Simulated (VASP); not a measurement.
# Ir12CO in VASP: further runs

One slab, Ir12CO, is run at these levels: PBE; tasks: single point.

All numbers are computed with VASP 6.6.1; they aren't measurements. Logs are shortened: lines on timing, memory, paths and dates and some standing lists are left out, and cuts for length are marked.

## 1. The structure

The cell holds a slab with vacuum, 14 atoms: a = 5.474 Å, b = 5.474 Å, c = 22.343 Å, α = 90.00°, β = 90.00°, γ = 120.00°.

## 2. Single point, PBE

INCAR

```
SYSTEM = Ir12CO
PREC = Accurate
ENCUT = 520
EDIFF = 1E-7
ISMEAR = 0
SIGMA = 0.1
LREAL = .False.
LASPH = .True.
NELM = 100
ALGO = Fast
ISIF = 2
LWAVE = .False.
LCHARG = .False.
LDIPOL = .True.
IDIPOL = 3
DIPOL = 0.5 0.5 0.316
GGA = PE
NBANDS = 72
```

KPOINTS

```
Automatic mesh
0
Gamma
  6 6 1
  0 0 0
```

POSCAR

```
Ir12CO
1.0
    5.4739356551      0.0000000000      0.0000000000
   -2.7369678276      4.7405673360      0.0000000000
    0.0000000000      0.0000000000     22.3428625878
Ir C O
12 1 1
Direct
    0.3333333333      0.1666666667      0.1790280894
    0.3333333333      0.6666666667      0.1790280894
    0.8333333333      0.1666666667      0.1790280894
    0.8333333333      0.6666666667      0.1790280894
    0.1666666667      0.3333333333      0.2762161752
    0.1666666667      0.8333333333      0.2762161752
    0.6666666667      0.3333333333      0.2762161752
    0.6666666667      0.8333333333      0.2762161752
    0.0000000000      0.0000000000      0.3734016872
    0.0000000000      0.5000000000      0.3734016872
    0.5000000000      0.0000000000      0.3734016872
    0.5000000000      0.5000000000      0.3734016872
    0.0000000000      0.0000000000      0.5269182739
    0.0000000000      0.0000000000      0.5788364198
```

Potentials or basis: VASP PAW PBE potentials, release 64 (Ir, C, O).

The run is started by

```console
$ cat potpaw_PBE.64/Ir/POTCAR potpaw_PBE.64/C/POTCAR potpaw_PBE.64/O/POTCAR > POTCAR
$ mpirun -np 1 vasp_std > vasp.out
```

OUTCAR:

```text
SYSTEM = Ir12CO
   PREC = Accurate
   ENCUT = 520
   EDIFF = 1E-7
   ISMEAR = 0
   LREAL = .False.
   LASPH = .True.
   NELM = 100
   ISIF = 2
   GGA = PE

 ion  position               nearest neighbor table
   1  0.333  0.167  0.179-   5 2.69   7 2.69   6 2.69   4 2.74   4 2.74   3 2.74   3 2.74   2 2.74
                             2 2.74
   2  0.333  0.667  0.179-   6 2.69   8 2.69   5 2.69   3 2.74   3 2.74   4 2.74   4 2.74   1 2.74
                             1 2.74
   3  0.833  0.167  0.179-   7 2.69   5 2.69   8 2.69   2 2.74   2 2.74   1 2.74   1 2.74   4 2.74
                             4 2.74
   4  0.833  0.667  0.179-   8 2.69   6 2.69   7 2.69   1 2.74   1 2.74   2 2.74   2 2.74   3 2.74
                             3 2.74
   5  0.167  0.333  0.276-  12 2.69   9 2.69  10 2.69   1 2.69   3 2.69   2 2.69   8 2.74   8 2.74
                             7 2.74   7 2.74   6 2.74   6 2.74
   6  0.167  0.833  0.276-  11 2.69  10 2.69   9 2.69   2 2.69   4 2.69   1 2.69   7 2.74   7 2.74
                             8 2.74   8 2.74   5 2.74   5 2.74
   7  0.667  0.333  0.276-  10 2.69  11 2.69  12 2.69   3 2.69   1 2.69   4 2.69   6 2.74   6 2.74
                             5 2.74   5 2.74   8 2.74   8 2.74
   8  0.667  0.833  0.276-   9 2.69  12 2.69  11 2.69   4 2.69   2 2.69   3 2.69   5 2.74   5 2.74
                             6 2.74   6 2.74   7 2.74   7 2.74
   9  0.000  0.000  0.373-   8 2.69   5 2.69   6 2.69  12 2.74  12 2.74  11 2.74  11 2.74  10 2.74
                            10 2.74
  10  0.000  0.500  0.373-   7 2.69   6 2.69   5 2.69  11 2.74  11 2.74  12 2.74  12 2.74   9 2.74
                             9 2.74
  11  0.500  0.000  0.373-   6 2.69   7 2.69   8 2.69  10 2.74  10 2.74   9 2.74   9 2.74  12 2.74
                            12 2.74
  12  0.500  0.500  0.373-   5 2.69   8 2.69   7 2.69   9 2.74   9 2.74  10 2.74  10 2.74  11 2.74
                            11 2.74
  13  0.000  0.000  0.527-  14 1.16
  14  0.000  0.000  0.579-  13 1.16

  LATTYP: Found a hexagonal cell.
 ALAT       =     5.4739356551
 C/A-ratio  =     4.0816816265

  Lattice vectors:

 A1 = (   5.4739356551,   0.0000000000,   0.0000000000)
 A2 = (  -2.7369678276,   4.7405673360,   0.0000000000)
 A3 = (   0.0000000000,   0.0000000000,  22.3428625878)

Analysis of symmetry for initial positions (statically):
=====================================================================
 Subroutine PRICEL returns:
 Original cell was already a primitive cell.

 Routine SETGRP: Setting up the symmetry group for a
 hexagonal supercell.

 Subroutine GETGRP returns: Found  6 space group operations
 (whereof  6 operations were pure point group operations)
 out of a pool of 24 trial point group operations.

The static configuration has the point symmetry C_3v.

Analysis of symmetry for dynamics (positions and initial velocities):
[... 148 lines left out ...]
 non-spin polarized calculation
 RMM-DIIS sequential band-by-band and
 Gauss-broadening in eV      SIGMA  =   0.10
  energy-cutoff  :      520.00
  volume of cell :      579.79
 maximum number of plane-waves:     15677
 NGX is ok and might be reduce to    42
   NGX = 21   NGY = 21   NGZ = 83

 dipolmoment           0.000000      0.000000      0.091516 electrons x Angstroem

 number of electron     117.9999995 magnetization

 dipolmoment           0.000000      0.000000     -0.046258 electrons x Angstroem

 Free energy of the ion-electron system (eV)
  ---------------------------------------------------
  ext. energy  EPLUGINS =         0.00000000
  ---------------------------------------------------
  free energy    TOTEN  =      -113.51183080 eV

  energy without entropy =     -113.43167768  energy(sigma->0) =     -113.47175424

 E-fermi :  -0.3435     XC(G=0):  -5.5551

 val. band max:       -0.3866512573   @ k =   0.1667   0.1667   0.0000
 cond. band min:      -0.2931519256   @ k =   0.3333  -0.0000   0.0000
 fundamental gap:      0.0934993316
 Fermi energy:        -0.3434758489

 k-point     1 :       0.0000    0.0000    0.0000
  band No.  band energies     occupation
      1     -24.4925      2.00000
      2     -10.4319      2.00000
      3      -9.5491      2.00000
      4      -8.3026      2.00000
      5      -7.9807      2.00000
      6      -7.7403      2.00000
[... 507 lines left out ...]
     70       0.1144      0.00000
     71       0.1279      0.00000
 [bands above 71 left out]

------------------------ aborting loop because EDIFF is reached ----------------------------------------

 vacuum level on the upper side and lower side of the slab       (xc-potential included)        -0.163         0.152

  FORCE on cell =-STRESS in cart. coord.  units (eV):
  Direction    XX          YY          ZZ          XY          YZ          ZX
  --------------------------------------------------------------------------------------
  -------------------------------------------------------------------------------------
  Total      -11.8092890    -11.8092890     -1.5492728      0.0000000      0.0000000     -0.0000000
  in kB      -32.6336394    -32.6336394     -4.2812409      0.0000000      0.0000000     -0.0000000
  external PRESSURE =     -23.1828399 kB  Pullay stress =       0.0000000 kB

 VOLUME and BASIS-vectors are now :
 -----------------------------------------------------------------------------
  energy-cutoff  :      520.00
  volume of cell :      579.79
      direct lattice vectors                 reciprocal lattice vectors
     5.473935655  0.000000000  0.000000000     0.182683916  0.105472608  0.000000000
    -2.736967828  4.740567336  0.000000000     0.000000000  0.210945216  0.000000000
     0.000000000  0.000000000 22.342862588     0.000000000  0.000000000  0.044757022

 POSITION                                       TOTAL-FORCE (eV/Angst)
 -----------------------------------------------------------------------------------
      1.36848      0.79009      4.00000        -0.002692     -0.001554     -0.031158
     -0.00000      3.16038      4.00000         0.000000      0.000000     -0.035970
      4.10545      0.79009      4.00000         0.002692     -0.001554     -0.031158
      2.73697      3.16038      4.00000        -0.000000      0.003108     -0.031158
      0.00000      1.58019      6.17146        -0.000000      0.011762     -0.019169
     -1.36848      3.95047      6.17146         0.010186     -0.005881     -0.019169
      2.73697      1.58019      6.17146         0.000000      0.000000      0.012527
      1.36848      3.95047      6.17146        -0.010186     -0.005881     -0.019169
      0.00000      0.00000      8.34286        -0.000000      0.000000      0.147283
     -1.36848      2.37028      8.34286        -0.011491     -0.006635      0.012778
      2.73697      0.00000      8.34286        -0.000000      0.013269      0.012778
      1.36848      2.37028      8.34286         0.011491     -0.006635      0.012778
      0.00000      0.00000     11.77286         0.000000      0.000000      1.731282
      0.00000      0.00000     12.93286        -0.000000      0.000000     -1.742476
 -----------------------------------------------------------------------------------
    total drift:                                0.000000     -0.000000      0.000500

  FREE ENERGIE OF THE ION-ELECTRON SYSTEM (eV)
  ---------------------------------------------------
  free  energy   TOTEN  =      -113.5118307985 eV

  energy  without entropy=     -113.4316776776  energy(sigma->0) =     -113.47175424

 vacuum level on the upper side and lower side of the slab         4.670         4.999
```

stdout:

```text
POSCAR found type information on POSCAR IrC O
 POSCAR found :  3 types and      14 ions
 scaLAPACK will be used
 LDA part: xc-table for (Slater+PW92), standard interpolation
 POSCAR, INCAR and KPOINTS ok, starting setup
 FFT: planning ... GRIDC
 FFT: planning ... GRID_SOFT
 FFT: planning ... GRID
 WAVECAR not read
 entering main loop
```

It took 11 min on 1 thread of Intel Xeon 6975P-C (Granite Rapids), shared host; peak memory 0.78 GiB.

What came out:

```yaml
Free_energy: -113.5118 eV
Largest_force: 1.742 eV/Å
Band_gap_on_the_k_mesh: none (metal or under the smearing width)
```

Forces in eV/Å, atoms in the order of the input:
```
Ir  -0.003 -0.002 -0.031
Ir   0.000  0.000 -0.036
Ir   0.003 -0.002 -0.031
Ir   0.000  0.003 -0.031
Ir   0.000  0.012 -0.019
Ir   0.010 -0.006 -0.019
Ir   0.000  0.000  0.013
Ir  -0.010 -0.006 -0.019
Ir   0.000  0.000  0.147
Ir  -0.011 -0.007  0.013
Ir   0.000  0.013  0.013
Ir   0.011 -0.007  0.013
C    0.000  0.000  1.731
O    0.000  0.000 -1.742
```

Caveat: the standard files for N, O and F lose accuracy on very short bonds.

## 3. Single point, PBE

INCAR

```
SYSTEM = Ir12CO
  PREC = Accurate
  ENCUT = 520
  EDIFF = 1E-7
  ISMEAR = 0
  SIGMA = 0.1
  LREAL = .False.
  LASPH = .True.
  NELM = 100
  ALGO = Fast
  ISIF = 2
  LWAVE = .False.
  LCHARG = .False.
  LDIPOL = .True.
  IDIPOL = 3
  DIPOL = 0.5 0.5 0.310
  GGA = PE
  NBANDS = 72
```

KPOINTS

```
regular mesh
0
Gamma
  6 6 1
  0 0 0
```

POSCAR: that of step 2 with these lines changed.

```diff
@@ -20,3 +20,3 @@
     0.5000000000      0.5000000000      0.3734016872
-    0.0000000000      0.0000000000      0.5269182739
-    0.0000000000      0.0000000000      0.5788364198
+    0.0000000000      0.0000000000      0.4888748049
+    0.0000000000      0.0000000000      0.5407929508
```

Potentials or basis: VASP PAW PBE potentials, release 64 (Ir, C, O).

The run is started by

```console
$ cat potpaw_PBE.64/Ir/POTCAR potpaw_PBE.64/C/POTCAR potpaw_PBE.64/O/POTCAR > POTCAR
$ mpirun -np 1 vasp_std > vasp.out
```

OUTCAR:

```text
SYSTEM = Ir12CO
   PREC = Accurate
   ENCUT = 520
   EDIFF = 1E-7
   ISMEAR = 0
   LREAL = .False.
   LASPH = .True.
   NELM = 100
   ISIF = 2
   GGA = PE

 ion  position               nearest neighbor table
   1  0.333  0.167  0.179-   5 2.69   7 2.69   6 2.69   4 2.74   4 2.74   3 2.74   3 2.74   2 2.74
                             2 2.74
   2  0.333  0.667  0.179-   6 2.69   8 2.69   5 2.69   3 2.74   3 2.74   4 2.74   4 2.74   1 2.74
                             1 2.74
   3  0.833  0.167  0.179-   7 2.69   5 2.69   8 2.69   2 2.74   2 2.74   1 2.74   1 2.74   4 2.74
                             4 2.74
   4  0.833  0.667  0.179-   8 2.69   6 2.69   7 2.69   1 2.74   1 2.74   2 2.74   2 2.74   3 2.74
                             3 2.74
   5  0.167  0.333  0.276-  12 2.69   9 2.69  10 2.69   1 2.69   3 2.69   2 2.69   8 2.74   8 2.74
                             7 2.74   7 2.74   6 2.74   6 2.74
   6  0.167  0.833  0.276-  11 2.69  10 2.69   9 2.69   2 2.69   4 2.69   1 2.69   7 2.74   7 2.74
                             8 2.74   8 2.74   5 2.74   5 2.74
   7  0.667  0.333  0.276-  10 2.69  11 2.69  12 2.69   3 2.69   1 2.69   4 2.69   6 2.74   6 2.74
                             5 2.74   5 2.74   8 2.74   8 2.74
   8  0.667  0.833  0.276-   9 2.69  12 2.69  11 2.69   4 2.69   2 2.69   3 2.69   5 2.74   5 2.74
                             6 2.74   6 2.74   7 2.74   7 2.74
   9  0.000  0.000  0.373-  13 2.58   8 2.69   5 2.69   6 2.69  12 2.74  12 2.74  11 2.74  11 2.74
                            10 2.74  10 2.74
  10  0.000  0.500  0.373-   7 2.69   6 2.69   5 2.69  11 2.74  11 2.74  12 2.74  12 2.74   9 2.74
                             9 2.74
  11  0.500  0.000  0.373-   6 2.69   7 2.69   8 2.69  10 2.74  10 2.74   9 2.74   9 2.74  12 2.74
                            12 2.74
  12  0.500  0.500  0.373-   5 2.69   8 2.69   7 2.69   9 2.74   9 2.74  10 2.74  10 2.74  11 2.74
                            11 2.74
  13  0.000  0.000  0.489-  14 1.16   9 2.58
  14  0.000  0.000  0.541-  13 1.16

  LATTYP: Found a hexagonal cell.
 ALAT       =     5.4739356551
 C/A-ratio  =     4.0816816265

  Lattice vectors:

 A1 = (   5.4739356551,   0.0000000000,   0.0000000000)
 A2 = (  -2.7369678276,   4.7405673360,   0.0000000000)
 A3 = (   0.0000000000,   0.0000000000,  22.3428625878)

Analysis of symmetry for initial positions (statically):
=====================================================================
 Subroutine PRICEL returns:
 Original cell was already a primitive cell.

 Routine SETGRP: Setting up the symmetry group for a
 hexagonal supercell.

 Subroutine GETGRP returns: Found  6 space group operations
 (whereof  6 operations were pure point group operations)
 out of a pool of 24 trial point group operations.

The static configuration has the point symmetry C_3v.

Analysis of symmetry for dynamics (positions and initial velocities):
=====================================================================
 Subroutine PRICEL returns:
 Original cell was already a primitive cell.

 Routine SETGRP: Setting up the symmetry group for a
 hexagonal supercell.

 Subroutine GETGRP returns: Found  6 space group operations
 (whereof  6 operations were pure point group operations)
 out of a pool of 24 trial point group operations.

The dynamic configuration has the point symmetry C_3v.

 Subroutine INISYM returns: Found  6 space group operations
 (whereof  6 operations are pure point group operations),
 and found     1 'primitive' translations

[... 100 lines left out ...]
   EDIFF  = 0.1E-06   stopping-criterion for ELM
   LREAL  =      F    real-space projection
   EDIFFG = 0.1E-05   stopping-criterion for IOM
   NSW    =      0    number of steps for IOM
   IBRION =     -1    ionic relax: 0-MD 1-quasi-New 2-CG
   NFREE  =      0    steps in history (QN), initial steepest desc. (CG)
   ISIF   =      2    stress and relaxation
   ISYM   =      2    0-nonsym 1-usesym 2-fastsym
   POTIM  = 0.5000    time-step for ionic-motion
   TEBEG  =    0.0;   TEEND  =   0.0 temperature during run
   PSTRESS=    0.0 pullay stress
   NELECT =     118.0000    total number of electrons
   NUPDOWN=      -1.0000    fix difference up-down
   EMIN   =  10.00;   EMAX   =-10.00  energy-range for DOS
   EFERMI =   0.00;   METHOD = LEGACY
   ISMEAR =     0;   SIGMA  =   0.10  broadening in eV -4-tet -1-fermi 0-gaus
   EFERMI_NEDOS =   21; number of points for ismear=-14 and -15
   IALGO  =     68    algorithm
   IMIX   =      4    mixing-type and parameters
     AMIX     =   0.40;   BMIX     =  1.00
     AMIX_MAG =   1.60;   BMIX_MAG =  1.00
  volume/ion in A,a.u.               =      41.41       279.47
  Fermi-wavevector in a.u.,A,eV,Ry     =   0.962970  1.819749 12.616824  0.927310
  Thomas-Fermi vector in A             =   2.092475
   LORBIT       =      0    0 simple, 1 ext, 2 COOP (PROOUT), +10 PAW based schemes
   GGA     = PE    functional components
   LHFCALC =     F    Hartree Fock is set to
   AEXX    =    0.0000 exact exchange contribution
   IVDW    =     0    specifies the selected vdW correction
   LEPSILON=     F    determine dielectric tensor
   LRPA    =     F    only Hartree local field effects (RPA)
 non-spin polarized calculation
 RMM-DIIS sequential band-by-band and
 Gauss-broadening in eV      SIGMA  =   0.10
  energy-cutoff  :      520.00
  volume of cell :      579.79
 maximum number of plane-waves:     15677
 NGX is ok and might be reduce to    42
   NGX = 21   NGY = 21   NGZ = 83

 dipolmoment           0.000000      0.000000      0.100804 electrons x Angstroem

 number of electron     117.9999990 magnetization

 dipolmoment           0.000000      0.000000     -0.086146 electrons x Angstroem

 Free energy of the ion-electron system (eV)
  ---------------------------------------------------
  ext. energy  EPLUGINS =         0.00000000
  ---------------------------------------------------
  free energy    TOTEN  =      -113.85058937 eV

  energy without entropy =     -113.78208066  energy(sigma->0) =     -113.81633502

 E-fermi :  -0.2511     XC(G=0):  -5.4698

 val. band max:       -0.2899049365   @ k =   0.1667   0.1667   0.0000
 cond. band min:      -0.2102557682   @ k =   0.3333  -0.0000   0.0000
 fundamental gap:      0.0796491683
 Fermi energy:        -0.2510710994

 k-point     1 :       0.0000    0.0000    0.0000
  band No.  band energies     occupation
      1     -24.8056      2.00000
      2     -10.3768      2.00000
      3      -9.8939      2.00000
      4      -8.2560      2.00000
      5      -7.9051      2.00000
      6      -7.6752      2.00000
[... 507 lines left out ...]
     70       0.2093      0.00000
     71       0.4457      0.00000
 [bands above 71 left out]

------------------------ aborting loop because EDIFF is reached ----------------------------------------

 vacuum level on the upper side and lower side of the slab       (xc-potential included)        -0.409         0.184

  FORCE on cell =-STRESS in cart. coord.  units (eV):
  Direction    XX          YY          ZZ          XY          YZ          ZX
  --------------------------------------------------------------------------------------
  -------------------------------------------------------------------------------------
  Total      -10.5452444    -10.5452444     -4.6046325      0.0000000      0.0000000     -0.0000000
  in kB      -29.1405948    -29.1405948    -12.7243830      0.0000000      0.0000000     -0.0000000
  external PRESSURE =     -23.6685242 kB  Pullay stress =       0.0000000 kB

 VOLUME and BASIS-vectors are now :
 -----------------------------------------------------------------------------
  energy-cutoff  :      520.00
  volume of cell :      579.79
      direct lattice vectors                 reciprocal lattice vectors
     5.473935655  0.000000000  0.000000000     0.182683916  0.105472608  0.000000000
    -2.736967828  4.740567336  0.000000000     0.000000000  0.210945216  0.000000000
     0.000000000  0.000000000 22.342862588     0.000000000  0.000000000  0.044757022

 POSITION                                       TOTAL-FORCE (eV/Angst)
 -----------------------------------------------------------------------------------
      1.36848      0.79009      4.00000        -0.058648     -0.033860      0.003146
     -0.00000      3.16038      4.00000        -0.000000     -0.000000     -0.166981
      4.10545      0.79009      4.00000         0.058648     -0.033860      0.003146
      2.73697      3.16038      4.00000        -0.000000      0.067721      0.003146
      0.00000      1.58019      6.17146        -0.000000      0.035563     -0.017686
     -1.36848      3.95047      6.17146         0.030798     -0.017781     -0.017686
      2.73697      1.58019      6.17146        -0.000000     -0.000000      0.048721
      1.36848      3.95047      6.17146        -0.030798     -0.017781     -0.017686
      0.00000      0.00000      8.34286        -0.000000     -0.000000      1.836977
     -1.36848      2.37028      8.34286        -0.040645     -0.023467     -0.100694
      2.73697      0.00000      8.34286        -0.000000      0.046933     -0.100694
      1.36848      2.37028      8.34286         0.040645     -0.023467     -0.100694
      0.00000      0.00000     10.92286        -0.000000     -0.000000      0.023961
      0.00000      0.00000     12.08286        -0.000000     -0.000000     -1.396977
 -----------------------------------------------------------------------------------
    total drift:                                0.000000     -0.000000     -0.001427

  FREE ENERGIE OF THE ION-ELECTRON SYSTEM (eV)
  ---------------------------------------------------
  free  energy   TOTEN  =      -113.8505893748 eV

  energy  without entropy=     -113.7820806597  energy(sigma->0) =     -113.81633502

 vacuum level on the upper side and lower side of the slab         4.396         5.000
```

Run time: 10 min. Hardware: 1 thread of Intel Xeon 6975P-C (Granite Rapids), shared host; peak memory 0.78 GiB.

Results:

```yaml
Free_energy: -113.8506 eV
Largest_force: 1.837 eV/Å
Band_gap_on_the_k_mesh: none (metal or under the smearing width)
```

Forces on the atoms (eV/Å):
```
Ir  -0.059 -0.034  0.003
Ir   0.000  0.000 -0.167
Ir   0.059 -0.034  0.003
Ir   0.000  0.068  0.003
Ir   0.000  0.036 -0.018
Ir   0.031 -0.018 -0.018
Ir   0.000  0.000  0.049
Ir  -0.031 -0.018 -0.018
Ir   0.000  0.000  1.837
Ir  -0.041 -0.023 -0.101
Ir   0.000  0.047 -0.101
Ir   0.041 -0.023 -0.101
C    0.000  0.000  0.024
O    0.000  0.000 -1.397
```

Caveat: the standard files for N, O and F lose accuracy on very short bonds. The run has no spin-orbit coupling, so splittings on Ir are missing.
